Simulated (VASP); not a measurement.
Data:

```yaml
crystal:
  lattice:
    - [0.00000, 2.18970, 2.18970]
    - [2.18970, 0.00000, 2.18970]
    - [2.18970, 2.18970, 0.00000]
  atoms:
    - { symbol: Si, position: [0.00000, 0.00000, 0.00000] }
    - { symbol: C, position: [0.25000, 0.25000, 0.25000] }
```

Method: PBE GGA, VASP's PBE PAW potentials (set 64) (plane waves; VASP). Settings: 520 eV cut-off, 19×19×19 Γ-centred mesh, Gaussian smearing of 0.010 eV, potentials Si C.

Question: Give the direction-averaged independent-particle dielectric function (no local fields, no excitons; a broadening of 0.1 eV leaves a tail below the gap, and fine structure carries the noise of the k-mesh).

Answer: 
```json
[
 {"ħω (eV)": "0.00", "ε₁": "7.23", "ε₂": "0.00"},
 {"ħω (eV)": "0.50", "ε₁": "7.26", "ε₂": "0.01"},
 {"ħω (eV)": "1.00", "ε₁": "7.35", "ε₂": "0.03"},
 {"ħω (eV)": "1.50", "ε₁": "7.51", "ε₂": "0.04"},
 {"ħω (eV)": "2.10", "ε₁": "7.82", "ε₂": "0.06"},
 {"ħω (eV)": "2.60", "ε₁": "8.20", "ε₂": "0.09"},
 {"ħω (eV)": "3.10", "ε₁": "8.73", "ε₂": "0.13"},
 {"ħω (eV)": "3.70", "ε₁": "9.72", "ε₂": "0.21"},
 {"ħω (eV)": "4.20", "ε₁": "11.15", "ε₂": "0.41"},
 {"ħω (eV)": "4.70", "ε₁": "13.45", "ε₂": "2.00"},
 {"ħω (eV)": "5.30", "ε₁": "14.88", "ε₂": "5.35"},
 {"ħω (eV)": "5.80", "ε₁": "15.74", "ε₂": "9.71"},
 {"ħω (eV)": "6.30", "ε₁": "15.38", "ε₂": "16.37"},
 {"ħω (eV)": "6.90", "ε₁": "-0.37", "ε₂": "22.27"},
 {"ħω (eV)": "7.40", "ε₁": "-0.47", "ε₂": "12.96"},
 {"ħω (eV)": "7.90", "ε₁": "3.51", "ε₂": "11.67"},
 {"ħω (eV)": "8.50", "ε₁": "-3.62", "ε₂": "12.60"},
 {"ħω (eV)": "9.00", "ε₁": "-5.74", "ε₂": "9.82"},
 {"ħω (eV)": "9.50", "ε₁": "-4.48", "ε₂": "7.58"},
 {"ħω (eV)": "10.10", "ε₁": "-4.36", "ε₂": "4.27"},
 {"ħω (eV)": "10.60", "ε₁": "-4.26", "ε₂": "4.57"},
 {"ħω (eV)": "11.10", "ε₁": "-4.17", "ε₂": "3.06"},
 {"ħω (eV)": "11.70", "ε₁": "-2.72", "ε₂": "2.17"},
 {"ħω (eV)": "12.20", "ε₁": "-2.82", "ε₂": "2.75"},
 {"ħω (eV)": "12.70", "ε₁": "-2.79", "ε₂": "2.23"},
 {"ħω (eV)": "13.30", "ε₁": "-2.12", "ε₂": "1.64"},
 {"ħω (eV)": "13.80", "ε₁": "-1.82", "ε₂": "1.42"},
 {"ħω (eV)": "14.30", "ε₁": "-1.65", "ε₂": "1.59"},
 {"ħω (eV)": "14.90", "ε₁": "-1.55", "ε₂": "1.11"},
 {"ħω (eV)": "15.40", "ε₁": "-1.51", "ε₂": "0.99"},
 {"ħω (eV)": "15.90", "ε₁": "-1.37", "ε₂": "0.86"},
 {"ħω (eV)": "16.50", "ε₁": "-1.12", "ε₂": "0.64"}
]
```
ε₂ peaks at 6.6 eV (height 23.6), 8.1 eV (height 14.7); ε₁(0) averages 7.23, so the electronic refractive index below the gap tends to √7.23 = 2.69.

The compound is SiC in the zinc blende structure. It was relaxed first.
